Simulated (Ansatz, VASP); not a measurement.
**ReTeOs3 in VASP and in Ansatz**

```
CELL_PARAMETERS angstrom
4.74482 0.00000 0.00000
0.00000 4.74482 0.00000
0.00000 0.00000 4.74482
ATOMIC_POSITIONS crystal
Re 0.50000 0.50000 0.50000
Te 0.00000 0.00000 0.00000
Os 0.50000 0.50000 0.00000
Os 0.00000 0.50000 0.50000
Os 0.50000 0.00000 0.50000
```

Change from the starting cell: species swapped into the KVF3 type (Pm-3m, No. 221).

Alike in both runs: functional PBE; k mesh 4 × 4 × 4; occupations gaussian, width 0.1 eV; no spin polarisation.

Ansatz relaxed the structure, and its values are those at the end. VASP's run is a single point on that final structure, the one shown.

|  | VASP | Ansatz |
| --- | --- | --- |
| version | VASP 6.6.1 | Ansatz 0.2.0 |
| potentials or method | VASP PAW PBE potentials, release 64 (Re, Te, Os) | scalar-relativistic, plane waves, PAW |
| plane-wave cutoff (eV) | 520 | 420 |
| valence electrons in the cell | 37 | 79 |

VASP gave:

```
gap on the k mesh at the Fermi level (eV) : none
pressure (GPa)                            : -0.7
```

Question: Which values does Ansatz return?

Answer: gap on the k mesh at the Fermi level (eV): none; pressure (GPa): 0.1.

A gap of «none» marks a metal or a gap that the smearing closes. The two sets of potentials don't hold the same shells in valence.

The runs have no spin-orbit coupling, so splittings on Os, Re, Te are missing.
